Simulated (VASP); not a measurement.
# TiMoSe4 (Pmma) in VASP: relaxation of cell and atoms with PBE

Aim: the relaxation of cell and atoms of TiMoSe4 with PBE.

All numbers are computed with VASP 6.6.1; they aren't measurements. Logs are shortened: lines on timing, memory, paths and dates and some standing lists are left out, and cuts for length are marked.

**1. The structure**

It takes space group Pmma (No. 51, orthorhombic). Conventional cell: a = 13.550 Å, b = 3.440 Å, c = 5.950 Å, α = 90.00°, β = 90.00°, γ = 90.00°. Around Ti (site symmetry mm2) lie 6 Se at 2.59 Å. Mo (site symmetry mm2) is surrounded by 6 Se at 2.59 Å. Se (site symmetry m) is surrounded by 1 Mo at 2.59 Å and 2 Ti at 2.59 Å. Se (site symmetry m) is surrounded by 1 Ti at 2.59 Å and 2 Mo at 2.59 Å.

The cell was built by a generator and needn't be a form met in nature.

**2. Relaxation of cell and atoms, PBE**

The input, INCAR:

```
PREC = Normal
ENCUT = 520
EDIFF = 1E-4
ISMEAR = 0
SIGMA = 0.15
LREAL = Auto
LASPH = True
NELM = 60
ALGO = Fast
ISIF = 3
LWAVE = False
LCHARG = False
GGA = PE
IBRION = 2
NSW = 24
EDIFFG = -0.08
```

The input, KPOINTS:

```
Automatic mesh
0
Gamma
  1 4 3
```

The input, POSCAR:

```
TiMoSe4
1.0
   13.5500000000      0.0000000000      0.0000000000
    0.0000000000      3.4400000000      0.0000000000
    0.0000000000      0.0000000000      5.9500000000
Ti Mo Se
2 2 8
Direct
    0.7500000000      0.0000000000      0.6666700000
    0.2500000000      0.0000000000      0.3333300000
    0.7500000000      0.5000000000      0.1666700000
    0.2500000000      0.5000000000      0.8333300000
    0.8730000000      0.5000000000      0.8333300000
    0.6270000000      0.5000000000      0.8333300000
    0.8730000000      0.0000000000      0.3333300000
    0.6270000000      0.0000000000      0.3333300000
    0.1270000000      0.5000000000      0.1666700000
    0.3730000000      0.5000000000      0.1666700000
    0.1270000000      0.0000000000      0.6666700000
    0.3730000000      0.0000000000      0.6666700000
```

Potentials or basis: VASP PAW PBE potentials, release 64 (Ti_sv, Mo_sv, Se).

Run with:

```sh
$ cat potpaw_PBE.64/Ti_sv/POTCAR potpaw_PBE.64/Mo_sv/POTCAR potpaw_PBE.64/Se/POTCAR > POTCAR
$ mpirun -np 1 vasp_std > vasp.out
```

OUTCAR:

```text
PREC = Normal
   ENCUT = 520
   EDIFF = 1E-4
   ISMEAR = 0
   LREAL = Auto
   LASPH = True
   NELM = 60
   ISIF = 3
   GGA = PE
   IBRION = 2
   NSW = 24
   EDIFFG = -0.08

 ion  position               nearest neighbor table
   1  0.750  0.000  0.667-   7 2.59   8 2.59   5 2.59   6 2.59   5 2.59   6 2.59
   2  0.250  0.000  0.333-  11 2.59  12 2.59   9 2.59  10 2.59   9 2.59  10 2.59
   3  0.750  0.500  0.167-   5 2.59   6 2.59   7 2.59   8 2.59   7 2.59   8 2.59
   4  0.250  0.500  0.833-   9 2.59  10 2.59  11 2.59  12 2.59  11 2.59  12 2.59
   5  0.873  0.500  0.833-   3 2.59   1 2.59   1 2.59
   6  0.627  0.500  0.833-   3 2.59   1 2.59   1 2.59
   7  0.873  0.000  0.333-   1 2.59   3 2.59   3 2.59
   8  0.627  0.000  0.333-   1 2.59   3 2.59   3 2.59
   9  0.127  0.500  0.167-   4 2.59   2 2.59   2 2.59
  10  0.373  0.500  0.167-   4 2.59   2 2.59   2 2.59
  11  0.127  0.000  0.667-   2 2.59   4 2.59   4 2.59
  12  0.373  0.000  0.667-   2 2.59   4 2.59   4 2.59

  LATTYP: Found a simple orthorhombic cell.
 ALAT       =     3.4400000000
 B/A-ratio  =     1.7296511628
 C/A-ratio  =     3.9389534884

  Lattice vectors:

 A1 = (   0.0000000000,   3.4400000000,   0.0000000000)
 A2 = (   0.0000000000,   0.0000000000,   5.9500000000)
 A3 = (  13.5500000000,   0.0000000000,   0.0000000000)

Analysis of symmetry for initial positions (statically):
=====================================================================
 Subroutine PRICEL returns:
 Original cell was already a primitive cell.

 Routine SETGRP: Setting up the symmetry group for a
 simple orthorhombic supercell.

 Subroutine GETGRP returns: Found  8 space group operations
 (whereof  4 operations were pure point group operations)
 out of a pool of  8 trial point group operations.

The static configuration has the point symmetry C_2h.
 The point group associated with its full space group is D_2h.

Analysis of symmetry for dynamics (positions and initial velocities):
=====================================================================
 Subroutine PRICEL returns:
 Original cell was already a primitive cell.

 Routine SETGRP: Setting up the symmetry group for a
 simple orthorhombic supercell.

 Subroutine GETGRP returns: Found  8 space group operations
 (whereof  4 operations were pure point group operations)
 out of a pool of  8 trial point group operations.

The dynamic configuration has the point symmetry C_2h.
 The point group associated with its full space group is D_2h.

 Subroutine INISYM returns: Found  8 space group operations
 (whereof  4 operations are pure point group operations),
 and found     1 'primitive' translations

----------------------------------------------------------------------------------------

                                     Primitive cell

  volume of cell :     277.3414

  direct lattice vectors                    reciprocal lattice vectors
    13.550000000  0.000000000  0.000000000     0.073800738  0.000000000  0.000000000
     0.000000000  3.440000000  0.000000000     0.000000000  0.290697674  0.000000000
     0.000000000  0.000000000  5.950000000     0.000000000  0.000000000  0.168067227

  length of vectors
    13.550000000  3.440000000  5.950000000     0.073800738  0.290697674  0.168067227

  position of ions in fractional coordinates (direct lattice)
     0.750000000  0.000000000  0.666670000
     0.250000000  0.000000000  0.333330000
     0.750000000  0.500000000  0.166670000
     0.250000000  0.500000000  0.833330000
     0.873000000  0.500000000  0.833330000
     0.627000000  0.500000000  0.833330000
     0.873000000  0.000000000  0.333330000
     0.627000000  0.000000000  0.333330000
     0.127000000  0.500000000  0.166670000
     0.373000000  0.500000000  0.166670000
     0.127000000  0.000000000  0.666670000
     0.373000000  0.000000000  0.666670000

  ion indices of the primitive-cell ions
   primitive index   ion index
                 1           1
                 2           2
                 3           3
                 4           4
                 5           5
                 6           6
                 7           7
                 8           8
                 9           9
                10          10
                11          11
                12          12

----------------------------------------------------------------------------------------

 KPOINTS: Automatic mesh

Automatic generation of k-mesh.
 Grid dimensions read from file:
 generate k-points for:    1    4    3

 Generating k-lattice:

  Cartesian coordinates                     Fractional coordinates (reciprocal lattice)
     0.073800738  0.000000000  0.000000000     1.000000000  0.000000000  0.000000000
     0.000000000  0.072674419  0.000000000     0.000000000  0.250000000  0.000000000
     0.000000000  0.000000000  0.056022409     0.000000000  0.000000000  0.333333333

  Length of vectors
     0.073800738  0.072674419  0.056022409

  Shift w.r.t. Gamma in fractional coordinates (k-lattice)
     0.000000000  0.000000000  0.000000000

 Subroutine IBZKPT returns following result:
 ===========================================

 Found      6 irreducible k-points:

 Following reciprocal coordinates:
            Coordinates               Weight
  0.000000  0.000000  0.000000      1.000000
  0.000000  0.250000  0.000000      2.000000
  0.000000  0.500000  0.000000      1.000000
  0.000000  0.000000  0.333333      2.000000
  0.000000  0.250000  0.333333      4.000000
  0.000000  0.500000  0.333333      2.000000
   k-points           NKPTS =      6   k-points in BZ     NKDIM =      6   number of bands    NBANDS=     60
   number of dos      NEDOS =    301   number of ions     NIONS =     12
   total plane-waves  NPLWV =  57600
   dimension x,y,z NGX =    80 NGY =   20 NGZ =   36
   dimension x,y,z NGXF=   160 NGYF=   40 NGZF=   72
   ions per type =               2   2   8
   NGX,Y,Z   is equivalent  to a cutoff of   9.82,  9.67, 10.06 a.u.
   NGXF,Y,Z  is equivalent  to a cutoff of  19.63, 19.33, 20.12 a.u.
 SYSTEM =  unknown system
   PREC   = normal    normal or accurate (medium, high low for compatibility)
   ISTART =      0    job   : 0-new  1-cont  2-samecut
   ICHARG =      2    charge: 1-file 2-atom 10-const
   ISPIN  =      1    spin polarized calculation?
   LNONCOLLINEAR =      F non collinear calculations
   LSORBIT =      F    spin-orbit coupling
   LASPH  =      T    aspherical Exc in radial PAW
   ENCUT  =  520.0 eV  38.22 Ry    6.18 a.u.  25.19  6.40 11.06*2*pi/ulx,y,z
   NELM   =     60;   NELMIN=  2; NELMDL= -5     # of ELM steps
   EDIFF  = 0.1E-03   stopping-criterion for ELM
   LREAL  =      T    real-space projection
   EDIFFG = -.8E-01   stopping-criterion for IOM
   NSW    =     24    number of steps for IOM
   IBRION =      2    ionic relax: 0-MD 1-quasi-New 2-CG
   NFREE  =      1    steps in history (QN), initial steepest desc. (CG)
   ISIF   =      3    stress and relaxation
   ISYM   =      2    0-nonsym 1-usesym 2-fastsym
   POTIM  = 0.5000    time-step for ionic-motion
   TEBEG  =    0.0;   TEEND  =   0.0 temperature during run
   PSTRESS=    0.0 pullay stress
   NELECT =     100.0000    total number of electrons
   NUPDOWN=      -1.0000    fix difference up-down
   EMIN   =  10.00;   EMAX   =-10.00  energy-range for DOS
   EFERMI =   0.00;   METHOD = LEGACY
   ISMEAR =     0;   SIGMA  =   0.15  broadening in eV -4-tet -1-fermi 0-gaus
   EFERMI_NEDOS =   21; number of points for ismear=-14 and -15
   IALGO  =     68    algorithm
   IMIX   =      4    mixing-type and parameters
     AMIX     =   0.40;   BMIX     =  1.00
     AMIX_MAG =   1.60;   BMIX_MAG =  1.00
  volume/ion in A,a.u.               =      23.11       155.97
  Fermi-wavevector in a.u.,A,eV,Ry     =   1.165207  2.201923 18.472745  1.357708
  Thomas-Fermi vector in A             =   2.301736
   LORBIT       =      0    0 simple, 1 ext, 2 COOP (PROOUT), +10 PAW based schemes
   GGA     = PE    functional components
   LHFCALC =     F    Hartree Fock is set to
   AEXX    =    0.0000 exact exchange contribution
   IVDW    =     0    specifies the selected vdW correction
   LEPSILON=     F    determine dielectric tensor
   LRPA    =     F    only Hartree local field effects (RPA)
 conjugate gradient relaxation of ions
 non-spin polarized calculation
 RMM-DIIS sequential band-by-band and
 Gauss-broadening in eV      SIGMA  =   0.15
  energy-cutoff  :      520.00
  volume of cell :      277.34
 maximum number of plane-waves:      7498
   NGX = 51   NGY = 13   NGZ = 23

--------------------------------------- Ionic step        1  -------------------------------------------

 number of electron     100.0000018 magnetization

 Free energy of the ion-electron system (eV)
  ---------------------------------------------------
  ext. energy  EPLUGINS =         0.00000000
  ---------------------------------------------------
  free energy    TOTEN  =       -74.75333809 eV

  energy without entropy =      -74.66818359  energy(sigma->0) =      -74.71076084

------------------------ aborting loop because EDIFF is reached ----------------------------------------

  FORCE on cell =-STRESS in cart. coord.  units (eV):
  Direction    XX          YY          ZZ          XY          YZ          ZX
  --------------------------------------------------------------------------------------
  -------------------------------------------------------------------------------------
  Total       -4.1696623     -5.8350709     -2.7733164      0.0000000      0.0000000     -0.0000000
  in kB      -24.0877794    -33.7087008    -16.0212093      0.0000000      0.0000000     -0.0000000
  external PRESSURE =     -24.6058965 kB  Pullay stress =       0.0000000 kB
[... 121 lines left out ...]
  FREE ENERGIE OF THE ION-ELECTRON SYSTEM (eV)
  ---------------------------------------------------
  free  energy   TOTEN  =       -74.8423176791 eV

  energy  without entropy=      -74.7632313077  energy(sigma->0) =      -74.80277449

[... ionic steps 4 to 17 ...]

--------------------------------------- Ionic step       18  -------------------------------------------

 number of electron     100.0000008 magnetization

------------------------ aborting loop because EDIFF is reached ----------------------------------------

  FORCE on cell =-STRESS in cart. coord.  units (eV):
  Direction    XX          YY          ZZ          XY          YZ          ZX
  --------------------------------------------------------------------------------------
  -------------------------------------------------------------------------------------
  Total       -0.4667612     -0.4762765     -0.4121181      0.0000000      0.0000000      0.0000000
  in kB       -2.6564888     -2.7106434     -2.3454972      0.0000000      0.0000000      0.0000000
  external PRESSURE =      -2.5708765 kB  Pullay stress =       0.0000000 kB
[... 77 lines left out ...]
  energy  without entropy=      -74.8244573825  energy(sigma->0) =      -74.86407232

--------------------------------------- Ionic step       20  -------------------------------------------

 number of electron     100.0000006 magnetization

 Free energy of the ion-electron system (eV)
  ---------------------------------------------------
  ext. energy  EPLUGINS =         0.00000000
  ---------------------------------------------------
  free energy    TOTEN  =       -74.90519262 eV

  energy without entropy =      -74.82636967  energy(sigma->0) =      -74.86578114

 E-fermi :   4.0258     XC(G=0):  -9.6014

 val. band max:        4.0123822538   @ k =   0.0000   0.5000   0.0000
 cond. band min:       4.0833826809   @ k =   0.0000   0.5000   0.3333
 fundamental gap:      0.0710004271
 Fermi energy:         4.0257993074

 k-point     1 :       0.0000    0.0000    0.0000
  band No.  band energies     occupation
      1     -56.9674      2.00000
      2     -56.9674      2.00000
      3     -52.7975      2.00000
      4     -52.7975      2.00000
      5     -31.1519      2.00000
      6     -31.1519      2.00000
[... 406 lines left out ...]
  FREE ENERGIE OF THE ION-ELECTRON SYSTEM (eV)
  ---------------------------------------------------
  free  energy   TOTEN  =       -74.9051926156 eV

  energy  without entropy=      -74.8263696671  energy(sigma->0) =      -74.86578114

 reached required accuracy - stopping structural energy minimisation
```

It took 21 min on 1 thread of AMD EPYC 7R43 (Zen 3), shared host; peak memory 0.24 GiB.

What came out:

| Quantity | Value |
| --- | --- |
| Free energy | -74.9052 eV |
| Relaxed volume | 23.48 Å³/atom |
| Relaxed cell | a = 14.088 Å, b = 3.387 Å, c = 5.904 Å, α = 90.00°, β = 90.00°, γ = 90.00° |
| Space group after relaxing (to 0.05 Å) | Pmma (No. 51) |
| Energy gained by relaxing | 12.7 meV/atom |
| Ionic steps | 20 |
| Pressure after relaxing | 0.1 GPa |
| Largest force after relaxing | 0.054 eV/Å |
| Band gap on the k mesh | none (metal or under the smearing width) |

Forces in eV/Å, atoms in the order of the input:
```
Ti   0.000  0.000 -0.029
Ti   0.000  0.000  0.029
Mo   0.000  0.000  0.044
Mo   0.000  0.000 -0.044
Se  -0.028  0.000  0.025
Se   0.028  0.000  0.025
Se  -0.025  0.000 -0.048
Se   0.025  0.000 -0.048
Se   0.028  0.000 -0.025
Se  -0.028  0.000 -0.025
Se   0.025  0.000  0.048
Se  -0.025  0.000  0.048
```

Step by step:
```
step  energy change (eV)  largest force (eV/Å)  pressure (GPa)  volume (Å³)
   1              0.0000                0.5728           -2.46       277.34
   2              0.0103                0.5097            3.72       263.33
   3             -0.0890                0.2385            0.32       270.31
   4             -0.1073                0.0981            0.28       270.79
   5             -0.1088                0.1226            0.21       270.95
   6             -0.1151                0.1125            0.09       272.16
   7             -0.1211                0.1842           -0.45       275.56
   8             -0.1237                0.1708           -0.30       275.73
   9             -0.1284                0.1664           -0.07       276.25
  10             -0.1265                0.2146            0.59       277.28
  11             -0.1295                0.1821            0.15       276.58
  12             -0.1327                0.1613            0.19       276.93
  13             -0.1402                0.0888            0.07       277.99
  14             -0.1423                0.1852            0.09       280.09
  15             -0.1435                0.1172            0.17       279.33
  16             -0.1462                0.0913           -0.13       280.57
  17             -0.1463                0.1122           -0.30       281.32
  18             -0.1489                0.0977           -0.26       281.51
  19             -0.1503                0.0941           -0.04       281.81
  20             -0.1519                0.0539            0.09       281.73
```

Final structure:
```
Ti Mo Se
1.0
    14.08838    0.00000    0.00000
     0.00000    3.38711    0.00000
     0.00000    0.00000    5.90393
Ti Mo Se
2 2 8
Direct
  0.75000 0.00000 0.67632
  0.25000 0.00000 0.32368
  0.75000 0.50000 0.16234
  0.25000 0.50000 0.83766
  0.86876 0.50000 0.83254
  0.63124 0.50000 0.83254
  0.86599 0.00000 0.33018
  0.63401 0.00000 0.33018
  0.13124 0.50000 0.16746
  0.36876 0.50000 0.16746
  0.13401 0.00000 0.66982
  0.36599 0.00000 0.66982
```

Caveat: the k mesh is coarse (spacing up to 0.46 Å⁻¹), so the values aren't converged; this functional lacks dispersion, which binds the layers, so the pressure and a relaxed spacing across them are unreliable; the relaxation stopped at a loose force limit of 0.08 eV/Å, so its end isn't a converged minimum.
